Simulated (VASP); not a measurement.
Consider the following.

```
CELL_PARAMETERS angstrom
      1.56950    -2.78583     0.00000
      1.56950     2.78583     0.00000
      0.00000     0.00000     3.42339
ATOMIC_POSITIONS crystal
  Hf 0.00000 0.00000 0.00000
  B  0.33333 0.66667 0.50000
  B  0.67318 0.33985 0.50000
```

Level of theory: PBE GGA, VASP's PBE PAW potentials (set 64) (plane waves; VASP). Settings: 520 eV cut-off, 10×10×8 Γ-centred mesh, first-order Methfessel-Paxton smearing of 0.20 eV, potentials Hf_pv B.

Give the force on each atom (eV/Å).

```csv
atom,Fx,Fy,Fz
Hf1,0.149,0.002,0.000
B2,0.166,0.057,0.000
B3,-0.315,-0.059,0.000
```

Give the stress tensor in GPa (positive for a compressed cell).

```
  1.43    0.13    0.00
  0.13  -10.97    0.00
  0.00    0.00    6.05
```
The pressure is its mean diagonal, -1.16 GPa.

The compound is HfB2 in the AlB2 type structure. The cell was not relaxed at this level, atoms are displaced from their ideal sites. The run is one of a series of settings (SIGMA = 0.2 against the base run), some of them coarse on purpose.
